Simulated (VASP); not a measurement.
VASP input:

**INCAR**
```
SYSTEM = CuI
PREC = Accurate
ENCUT = 500
EDIFF = 1E-6
NELM = 100
ALGO = Normal
LREAL = .FALSE.
LASPH = .TRUE.
ISMEAR = 0
SIGMA = 0.05
GGA = PS
LMAXMIX = 4
LWAVE = .FALSE.
LCHARG = .FALSE.
IBRION = 2
ISIF = 3
NSW = 40
EDIFFG = -0.02
PSTRESS = 450
```

**POSCAR**
```
CuI
1.0
  0.0000000000   2.6328109943   2.6328109943
  2.6328109943   0.0000000000   2.6328109943
  2.6328109943   2.6328109943   0.0000000000
Cu I
1 1
Cartesian
  0.0000000000   0.0000000000   0.0000000000
  1.3164054972   1.3164054972   1.3164054972
```

### KPOINTS
```
Automatic mesh
0
Gamma
9 9 9
0 0 0
```

POTCAR, in this order: Cu I (PBE.64 set). Program: vasp_std.

Task: Translate this PBEsol calculation to Quantum ESPRESSO's pw.x.

Result: One equivalent input (not run):
```
&CONTROL
  calculation = 'vc-relax'
  pseudo_dir = './pseudo'
  outdir = './out'
  tprnfor = .true.
  tstress = .true.
  nstep = 40
  forc_conv_thr = 0.00078
/
&SYSTEM
  ibrav = 0
  nat = 2
  ntyp = 2
  ecutwfc = 92
  occupations = 'smearing'
  smearing = 'gaussian'
  degauss = 0.003675
  input_dft = 'pbesol'
/
&ELECTRONS
  conv_thr = 7.3e-08
  electron_maxstep = 100
/
&IONS
/
&CELL
  press = 450
/
ATOMIC_SPECIES
  Cu 63.546 Cu.upf
  I 126.904 I.upf
CELL_PARAMETERS angstrom
    -0.0000000    2.6328110    2.6328110
     2.6328110   -0.0000000    2.6328110
     2.6328110    2.6328110    0.0000000
ATOMIC_POSITIONS crystal
  Cu   0.0000000  0.0000000  0.0000000
  I    0.2500000  0.2500000  0.2500000
K_POINTS automatic
  9 9 9 0 0 0
```
Limits of the translation: the potentials are each code's own (VASP's PAW set, PseudoDojo norm-conserving files in pw.x), so ENCUT and ecutwfc are chosen apart and not converted; conv_thr bounds pw.x's estimated SCF error, while EDIFF bounds the energy change between steps; forc_conv_thr acts on force components and is met together with etot_conv_thr.

The structure was generated: CuI was put into the zinc blende type (F-43m), which need not be its known phase. This run relaxes it under an external pressure of 45 GPa. Symmetry was kept, so distortions that lower it aren't found.
